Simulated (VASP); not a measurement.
# Zn3P (Pm-3m) in VASP: reference runs, part 2 of 2

VASP 6.6.1. The steps go on from the part before.

## (3) Single point, PBE (atoms moved at random, drawn with an rms of 0.05 Å)

INCAR

```
  PREC = Accurate
  ENCUT = 520
  EDIFF = 1E-7
  ISMEAR = -1
  SIGMA = 0.05
  LREAL = F
  LASPH = T
  NELM = 60
  ALGO = Normal
  ISIF = 2
  LWAVE = F
  LCHARG = T
  GGA = PE
  LELF = T
  LVHAR = T
  NBANDS = 28
```

KPOINTS

```
Automatic mesh
0
Gamma
  7 7 7
```

POSCAR

```
Zn3P
1.0
    3.9755180000      0.0000000000      0.0000000000
    0.0000000000      3.9755180000      0.0000000000
    0.0000000000      0.0000000000      3.9755180000
Zn P
3 1
Direct
    0.5122900000      0.5046040000     -0.0014700000
    0.5034610000      0.0016670000      0.5024300000
   -0.0024470000      0.5025980000      0.4944630000
   -0.0053100000     -0.0030370000      0.0027560000
```

Potentials or basis: VASP PAW PBE potentials, release 64 (Zn, P).

Started as:

```bash
> cat potpaw_PBE.64/Zn/POTCAR potpaw_PBE.64/P/POTCAR > POTCAR
> mpirun -np 1 vasp_std > vasp.out
```

OUTCAR:

```text
PREC = Accurate
   ENCUT = 520
   EDIFF = 1E-7
   ISMEAR = -1
   LREAL = F
   LASPH = T
   NELM = 60
   ISIF = 2
   GGA = PE

 ion  position               nearest neighbor table
   1  0.512  0.505  0.999-   4 2.74   3 2.76   3 2.78   4 2.78   2 2.79   2 2.81   2 2.81   2 2.83
                             4 2.84   3 2.84   3 2.86   4 2.88
   2  0.503  0.002  0.502-   4 2.79   4 2.79   3 2.79   1 2.79   3 2.80   1 2.81   1 2.81   3 2.83
                             3 2.83   1 2.83   4 2.84   4 2.84
   3  0.998  0.503  0.494-   1 2.76   4 2.77   1 2.78   2 2.79   2 2.80   4 2.80   4 2.82   2 2.83
                             2 2.83   1 2.84   4 2.85   1 2.86
   4  0.995  0.997  0.003-   1 2.74   3 2.77   1 2.78   2 2.79   2 2.79   3 2.80   3 2.82   2 2.84
                             2 2.84   1 2.84   3 2.85   1 2.88

  LATTYP: Found a simple cubic cell.
 ALAT       =     3.9755180000

  Lattice vectors:

 A1 = (   3.9755180000,   0.0000000000,   0.0000000000)
 A2 = (   0.0000000000,   3.9755180000,   0.0000000000)
 A3 = (   0.0000000000,   0.0000000000,   3.9755180000)

Analysis of symmetry for initial positions (statically):
=====================================================================
 Subroutine PRICEL returns:
 Original cell was already a primitive cell.

 Routine SETGRP: Setting up the symmetry group for a
 simple cubic supercell.

 Subroutine GETGRP returns: Found  1 space group operations
 (whereof  1 operations were pure point group operations)
 out of a pool of 48 trial point group operations.

The static configuration has the point symmetry C_1 .

Analysis of symmetry for dynamics (positions and initial velocities):
=====================================================================
 Subroutine PRICEL returns:
 Original cell was already a primitive cell.

 Routine SETGRP: Setting up the symmetry group for a
 simple cubic supercell.

 Subroutine GETGRP returns: Found  1 space group operations
 (whereof  1 operations were pure point group operations)
 out of a pool of 48 trial point group operations.

The dynamic configuration has the point symmetry C_1 .

 Subroutine INISYM returns: Found  1 space group operations
 (whereof  1 operations are pure point group operations),
 and found     1 'primitive' translations

----------------------------------------------------------------------------------------

                                     Primitive cell

  volume of cell :      62.8320

  direct lattice vectors                    reciprocal lattice vectors
     3.975518000  0.000000000  0.000000000     0.251539548  0.000000000  0.000000000
     0.000000000  3.975518000  0.000000000     0.000000000  0.251539548  0.000000000
     0.000000000  0.000000000  3.975518000     0.000000000  0.000000000  0.251539548

  length of vectors
     3.975518000  3.975518000  3.975518000     0.251539548  0.251539548  0.251539548

  position of ions in fractional coordinates (direct lattice)
     0.512290000  0.504604000  0.998530000
     0.503461000  0.001667000  0.502430000
     0.997553000  0.502598000  0.494463000
     0.994690000  0.996963000  0.002756000

  ion indices of the primitive-cell ions
   primitive index   ion index
                 1           1
                 2           2
                 3           3
                 4           4

----------------------------------------------------------------------------------------

 KPOINTS: Automatic mesh

Automatic generation of k-mesh.
 Grid dimensions read from file:
 generate k-points for:    7    7    7

 Generating k-lattice:

  Cartesian coordinates                     Fractional coordinates (reciprocal lattice)
     0.035934221  0.000000000  0.000000000     0.142857143  0.000000000  0.000000000
     0.000000000  0.035934221  0.000000000     0.000000000  0.142857143  0.000000000
     0.000000000  0.000000000  0.035934221     0.000000000  0.000000000  0.142857143

  Length of vectors
     0.035934221  0.035934221  0.035934221

  Shift w.r.t. Gamma in fractional coordinates (k-lattice)
     0.000000000  0.000000000  0.000000000

 Subroutine IBZKPT returns following result:
 ===========================================

 Found    172 irreducible k-points:

 Following reciprocal coordinates:
            Coordinates               Weight
  0.000000  0.000000  0.000000      1.000000
  0.142857  0.000000  0.000000      2.000000
  0.000000  0.142857  0.000000      2.000000
  0.000000  0.000000  0.142857      2.000000
  0.285714  0.000000  0.000000      2.000000
  0.000000  0.285714  0.000000      2.000000
[... 16 lines left out ...]
  0.000000 -0.285714  0.142857      2.000000
 -0.142857  0.000000  0.285714      2.000000
 [... further k-points ...]
   k-points           NKPTS =    172   k-points in BZ     NKDIM =    172   number of bands    NBANDS=     28
   number of dos      NEDOS =    301   number of ions     NIONS =      4
   total plane-waves  NPLWV =  27000
   dimension x,y,z NGX =    30 NGY =   30 NGZ =   30
   dimension x,y,z NGXF=    60 NGYF=   60 NGZF=   60
   ions per type =               3   1
   NGX,Y,Z   is equivalent  to a cutoff of  12.55, 12.55, 12.55 a.u.
   NGXF,Y,Z  is equivalent  to a cutoff of  25.09, 25.09, 25.09 a.u.
 SYSTEM =  unknown system
   PREC   = accura    normal or accurate (medium, high low for compatibility)
   ISTART =      0    job   : 0-new  1-cont  2-samecut
   ICHARG =      2    charge: 1-file 2-atom 10-const
   ISPIN  =      1    spin polarized calculation?
   LNONCOLLINEAR =      F non collinear calculations
   LSORBIT =      F    spin-orbit coupling
   LASPH  =      T    aspherical Exc in radial PAW
   ENCUT  =  520.0 eV  38.22 Ry    6.18 a.u.   7.39  7.39  7.39*2*pi/ulx,y,z
   NELM   =     60;   NELMIN=  2; NELMDL= -5     # of ELM steps
   EDIFF  = 0.1E-06   stopping-criterion for ELM
   LREAL  =      F    real-space projection
   EDIFFG = 0.1E-05   stopping-criterion for IOM
   NSW    =      0    number of steps for IOM
   IBRION =     -1    ionic relax: 0-MD 1-quasi-New 2-CG
   NFREE  =      0    steps in history (QN), initial steepest desc. (CG)
   ISIF   =      2    stress and relaxation
   ISYM   =      2    0-nonsym 1-usesym 2-fastsym
   POTIM  = 0.5000    time-step for ionic-motion
   TEBEG  =    0.0;   TEEND  =   0.0 temperature during run
   PSTRESS=    0.0 pullay stress
   NELECT =      41.0000    total number of electrons
   NUPDOWN=      -1.0000    fix difference up-down
   EMIN   =  10.00;   EMAX   =-10.00  energy-range for DOS
   EFERMI =   0.00;   METHOD = LEGACY
   ISMEAR =    -1;   SIGMA  =   0.05  broadening in eV -4-tet -1-fermi 0-gaus
   EFERMI_NEDOS =   21; number of points for ismear=-14 and -15
   IALGO  =     38    algorithm
   IMIX   =      4    mixing-type and parameters
     AMIX     =   0.40;   BMIX     =  1.00
     AMIX_MAG =   1.60;   BMIX_MAG =  1.00
  volume/ion in A,a.u.               =      15.71       106.00
  Fermi-wavevector in a.u.,A,eV,Ry     =   1.419959  2.683333 27.433193  2.016283
  Thomas-Fermi vector in A             =   2.540924
   LORBIT       =      0    0 simple, 1 ext, 2 COOP (PROOUT), +10 PAW based schemes
   GGA     = PE    functional components
   LHFCALC =     F    Hartree Fock is set to
   AEXX    =    0.0000 exact exchange contribution
   IVDW    =     0    specifies the selected vdW correction
   LEPSILON=     F    determine dielectric tensor
   LRPA    =     F    only Hartree local field effects (RPA)
 non-spin polarized calculation
  energy-cutoff  :      520.00
  volume of cell :       62.83
 maximum number of plane-waves:      1743
 NGX is ok and might be reduce to    30
   NGX = 15   NGY = 15   NGZ = 15

 number of electron      41.0000025 magnetization

 Free energy of the ion-electron system (eV)
  ---------------------------------------------------
  ext. energy  EPLUGINS =         0.00000000
  ---------------------------------------------------
  free energy    TOTEN  =        -7.99422865 eV

  energy without entropy =       -7.97857872  energy(sigma->0) =       -7.98640369

 E-fermi :   4.5848     XC(G=0): -11.3117

 val. band max:        4.3723166978   @ k =  -0.4286   0.1429   0.1429
 cond. band min:       4.6066360660   @ k =   0.2857   0.4286  -0.1429
 fundamental gap:      0.2343193681
 Fermi energy:         4.5847739359

 k-point     1 :       0.0000    0.0000    0.0000
  band No.  band energies     occupation
      1      -8.2012      2.00000
      2      -3.9568      2.00000
      3      -3.5504      2.00000
      4      -3.5488      2.00000
      5      -3.5473      2.00000
      6      -3.4467      2.00000
[... 733 lines left out ...]
     27      10.3037      0.00000
     28      11.3554      0.00000

 [... further k-points ...]
[... 5 lines left out ...]
  --------------------------------------------------------------------------------------
  -------------------------------------------------------------------------------------
  Total       -0.2191522     -0.2319523     -0.2136701      0.0283281     -0.0144690      0.0030967
  in kB       -5.5882437     -5.9146360     -5.4484519      0.7223487     -0.3689512      0.0789641
  external PRESSURE =      -5.6504439 kB  Pullay stress =       0.0000000 kB

 VOLUME and BASIS-vectors are now :
 -----------------------------------------------------------------------------
  energy-cutoff  :      520.00
  volume of cell :       62.83
      direct lattice vectors                 reciprocal lattice vectors
     3.975518000  0.000000000  0.000000000     0.251539548  0.000000000  0.000000000
     0.000000000  3.975518000  0.000000000     0.000000000  0.251539548  0.000000000
     0.000000000  0.000000000  3.975518000     0.000000000  0.000000000  0.251539548

 POSITION                                       TOTAL-FORCE (eV/Angst)
 -----------------------------------------------------------------------------------
      2.03662      2.00606      3.96967        -0.113859     -0.031154     -0.029288
      2.00152      0.00663      1.99742        -0.087141      0.059354     -0.005797
      3.96579      1.99809      1.96575         0.170813     -0.023168      0.022959
      3.95441      3.96344      0.01096         0.030186     -0.005033      0.012127
 -----------------------------------------------------------------------------------
    total drift:                                0.000477     -0.003134      0.000514

  FREE ENERGIE OF THE ION-ELECTRON SYSTEM (eV)
  ---------------------------------------------------
  free  energy   TOTEN  =        -7.9942286493 eV

  energy  without entropy=       -7.9785787208  energy(sigma->0) =       -7.98640369
```

Run time: 5 min. Hardware: 1 thread of AMD EPYC 7R43 (Zen 3), shared host; peak memory 0.31 GiB.

What came out:

```
Free energy            : -7.9942 eV
Pressure               : -0.6 GPa
Largest force          : 0.174 eV/Å
Band gap on the k mesh : none (metal or under the smearing width)
```

Forces on the atoms (eV/Å):
```
Zn  -0.114 -0.031 -0.029
Zn  -0.087  0.059 -0.006
Zn   0.171 -0.023  0.023
P    0.030 -0.005  0.012
```

Stress tensor (GPa, compression positive):
```
-0.56  0.07  0.01
 0.07 -0.59 -0.04
 0.01 -0.04 -0.54
```

Levels at points of the mesh, in eV from the Fermi level:
| k point | band 17 | band 18 | band 19 | band 20 | band 21 | band 22 | band 23 | band 24 |
| --- | --- | --- | --- | --- | --- | --- | --- | --- |
| (0.00, 0.00, 0.00) | -3.94 | -3.42 | -3.42 | -3.41 | 0.47 | 0.48 | 4.20 | 4.20 |

## (4) Equation of state, PBE, 14.77 Å³/atom (volume scaled by 0.94)

INCAR

```
PREC     = Accurate       # precision mode
ENCUT    = 520            # plane-wave cutoff, eV
EDIFF    = 1E-7           # SCF threshold, eV
ISMEAR   = -1             # smearing method
SIGMA    = 0.05           # smearing width, eV
LREAL    = False          # projectors in reciprocal space
LASPH    = True           # aspherical terms in the spheres
NELM     = 80             # most SCF steps
ALGO     = Normal         # electronic algorithm
ISIF     = 2              # what is computed and relaxed
LWAVE    = False          # write WAVECAR
LCHARG   = False          # write CHGCAR
GGA      = PE             # functional
NBANDS   = 28             # bands
```

KPOINTS is that of step 3.

POSCAR

```
Zn3P
1.0
    3.8943622077      0.0000000000      0.0000000000
    0.0000000000      3.8943622077      0.0000000000
    0.0000000000      0.0000000000      3.8943622077
Zn P
3 1
Direct
    0.5000000000      0.5000000000      0.0000000000
    0.5000000000      0.0000000000      0.5000000000
    0.0000000000      0.5000000000      0.5000000000
    0.0000000000      0.0000000000      0.0000000000
```

Started as:

```bash
> cat potpaw_PBE.64/Zn/POTCAR potpaw_PBE.64/P/POTCAR > POTCAR
> mpirun -np 1 vasp_std > vasp.out
```

It took 41 s on 1 thread of AMD EPYC 7R43 (Zen 3), shared host; peak memory 0.14 GiB.

The run converged. Its results:

- Free energy: -7.9547 eV
- Pressure: 4.7 GPa
- Band gap on the k mesh: none (metal or under the smearing width)

## (5) Equation of state, PBE, 15.08 Å³/atom (volume scaled by 0.96)

INCAR

```
SYSTEM = Zn3P
ALGO = Normal
EDIFF = 1E-7
ENCUT = 520
GGA = PE
ISIF = 2
ISMEAR = -1
LASPH = .TRUE.
LCHARG = .FALSE.
LREAL = .FALSE.
LWAVE = .FALSE.
NBANDS = 28
NELM = 100
PREC = Accurate
SIGMA = 0.05
```

KPOINTS

```
k-points
0
G
  7 7 7
  0 0 0
```

POSCAR

```
Zn3P
1.0
    3.9217881973      0.0000000000      0.0000000000
    0.0000000000      3.9217881973      0.0000000000
    0.0000000000      0.0000000000      3.9217881973
Zn P
3 1
Direct
    0.5000000000      0.5000000000      0.0000000000
    0.5000000000      0.0000000000      0.5000000000
    0.0000000000      0.5000000000      0.5000000000
    0.0000000000      0.0000000000      0.0000000000
```

Started as:

```bash
> cat potpaw_PBE.64/Zn/POTCAR potpaw_PBE.64/P/POTCAR > POTCAR
> mpirun -np 1 vasp_std > vasp.out
```

It took 36 s on 1 thread of AMD EPYC 7R43 (Zen 3), shared host; peak memory 0.13 GiB.

The run converged. Its results:

| Item | Value |
| --- | --- |
| Free energy | -7.9839 eV |
| Pressure | 2.7 GPa |
| Band gap on the k mesh | none (metal or under the smearing width) |

## (6) Equation of state, PBE, 15.39 Å³/atom (volume scaled by 0.98)

INCAR

```
  ALGO = Normal
  EDIFF = 1E-7
  ENCUT = 520
  GGA = PE
  ISIF = 2
  ISMEAR = -1
  LASPH = T
  LCHARG = F
  LREAL = F
  LWAVE = F
  NBANDS = 28
  NELM = 60
  PREC = Accurate
  SIGMA = 0.05
```

KPOINTS

```
k-points
0
Gamma
  7 7 7
```

POSCAR

```
Zn3P
1.0
    3.9488358672      0.0000000000      0.0000000000
    0.0000000000      3.9488358672      0.0000000000
    0.0000000000      0.0000000000      3.9488358672
Zn P
3 1
Direct
    0.5000000000      0.5000000000      0.0000000000
    0.5000000000      0.0000000000      0.5000000000
    0.0000000000      0.5000000000      0.5000000000
    0.0000000000      0.0000000000      0.0000000000
```

Potentials or basis: VASP PAW PBE potentials, release 64 (Zn, P).

Started as:

```bash
> cat potpaw_PBE.64/Zn/POTCAR potpaw_PBE.64/P/POTCAR > POTCAR
> mpirun -np 1 vasp_std > vasp.out
```

Wall time 35 s (1 thread of AMD EPYC 7R43 (Zen 3), shared host); peak memory 0.13 GiB.

Results (log left out):

* Free energy: -7.9982 eV
* Pressure: 0.9 GPa
* Band gap on the k mesh: none (metal or under the smearing width)

## (7) Equation of state, PBE, 16.02 Å³/atom (volume scaled by 1.02)

INCAR

```
SYSTEM = Zn3P
PREC     = Accurate       ! precision mode
ENCUT    = 520            ! plane-wave cutoff, eV
EDIFF    = 1E-7           ! SCF threshold, eV
ISMEAR   = -1             ! smearing method
SIGMA    = 0.05           ! smearing width, eV
LREAL    = .FALSE.        ! projectors in reciprocal space
LASPH    = .TRUE.         ! aspherical terms in the spheres
NELM     = 100            ! most SCF steps
ALGO     = Normal         ! electronic algorithm
ISIF     = 2              ! what is computed and relaxed
LWAVE    = .FALSE.        ! write WAVECAR
LCHARG   = .FALSE.        ! write CHGCAR
GGA      = PE             ! functional
NBANDS   = 28             ! bands
```

KPOINTS

```
regular mesh
0
G
  7 7 7
  0 0 0
```

POSCAR

```
Zn3P
1.0
    4.0018467011      0.0000000000      0.0000000000
    0.0000000000      4.0018467011      0.0000000000
    0.0000000000      0.0000000000      4.0018467011
Zn P
3 1
Direct
    0.5000000000      0.5000000000      0.0000000000
    0.5000000000      0.0000000000      0.5000000000
    0.0000000000      0.5000000000      0.5000000000
    0.0000000000      0.0000000000      0.0000000000
```

Started as:

```bash
> cat potpaw_PBE.64/Zn/POTCAR potpaw_PBE.64/P/POTCAR > POTCAR
> mpirun -np 1 vasp_std > vasp.out
```

Run time: 38 s. Hardware: 1 thread of AMD EPYC 7R43 (Zen 3), shared host; peak memory 0.14 GiB.

It converged, with:

```
Free energy            : -7.9884 eV
Pressure               : -2.1 GPa
Band gap on the k mesh : none (metal or under the smearing width)
```

## (8) Equation of state, PBE, 16.34 Å³/atom (volume scaled by 1.04)

INCAR

```
PREC = Accurate
ENCUT = 520
EDIFF = 1E-7
ISMEAR = -1
SIGMA = 0.05
LREAL = False
LASPH = True
NELM = 100
ALGO = Normal
ISIF = 2
LWAVE = False
LCHARG = False
GGA = PE
NBANDS = 28
```

KPOINTS

```
Automatic mesh
0
Gamma
  7 7 7
```

POSCAR

```
Zn3P
1.0
    4.0278334468      0.0000000000      0.0000000000
    0.0000000000      4.0278334468      0.0000000000
    0.0000000000      0.0000000000      4.0278334468
Zn P
3 1
Direct
    0.5000000000      0.5000000000      0.0000000000
    0.5000000000      0.0000000000      0.5000000000
    0.0000000000      0.5000000000      0.5000000000
    0.0000000000      0.0000000000      0.0000000000
```

Started as:

```bash
> cat potpaw_PBE.64/Zn/POTCAR potpaw_PBE.64/P/POTCAR > POTCAR
> mpirun -np 1 vasp_std > vasp.out
```

Wall time 43 s (1 thread of AMD EPYC 7R43 (Zen 3), shared host); peak memory 0.13 GiB.

The run converged. Its results:

- Free energy: -7.9672 eV
- Pressure: -3.3 GPa
- Band gap on the k mesh: none (metal or under the smearing width)

## (9) Equation of state, PBE, 16.65 Å³/atom (volume scaled by 1.06)

INCAR

```
SYSTEM = Zn3P
ALGO = Normal
EDIFF = 1E-7
ENCUT = 520
GGA = PE
ISIF = 2
ISMEAR = -1
LASPH = .True.
LCHARG = .False.
LREAL = .False.
LWAVE = .False.
NBANDS = 28
NELM = 60
PREC = Accurate
SIGMA = 0.05
```

KPOINTS

```
k-points
0
Gamma
  7 7 7
  0 0 0
```

POSCAR

```
Zn3P
1.0
    4.0534891286      0.0000000000      0.0000000000
    0.0000000000      4.0534891286      0.0000000000
    0.0000000000      0.0000000000      4.0534891286
Zn P
3 1
Direct
    0.5000000000      0.5000000000      0.0000000000
    0.5000000000      0.0000000000      0.5000000000
    0.0000000000      0.5000000000      0.5000000000
    0.0000000000      0.0000000000      0.0000000000
```

Potentials or basis: VASP PAW PBE potentials, release 64 (Zn, P).

Started as:

```bash
> cat potpaw_PBE.64/Zn/POTCAR potpaw_PBE.64/P/POTCAR > POTCAR
> mpirun -np 1 vasp_std > vasp.out
```

Run time: 36 s. Hardware: 1 thread of AMD EPYC 7R43 (Zen 3), shared host; peak memory 0.14 GiB.

The run converged. Its results:

* Free energy: -7.9367 eV
* Pressure: -4.4 GPa
* Band gap on the k mesh: none (metal or under the smearing width)

## (10) Equation of state, PBE

Potentials or basis: VASP PAW PBE potentials, release 64 (Zn, P).

This step only gathers the single runs of the series.

What came out:

| Property | Result |
| --- | --- |
| Equilibrium volume | 15.57 Å³/atom |
| Bulk modulus | 78 GPa |
| Pressure derivative of the bulk modulus | 4.9 |

Energy against volume, from the lowest point:
```tsv
volume (Å³/atom)	energy (meV/atom)
14.766	11.11
15.080	3.82
15.394	0.25
15.708	0.00
16.022	2.70
16.336	8.00
16.650	15.61
```

## (11) The runs side by side

```csv
task,cell,gap on the mesh (eV),pressure (GPa)
single point,as given,none,-0.7
single point,"atoms moved at random, drawn with an rms of 0.05 Å",none,-0.6
equation of state,as given,-,-
```

Alike in all rows: level PBE; potentials or basis VASP PAW PBE potentials, release 64 (Zn, P); no spin polarisation; k mesh 7 × 7 × 7; cutoff (eV) 520; smearing fermi-dirac 0.05 eV.

Total energies depend on the potentials used, so only differences within one code and one set of settings carry meaning.
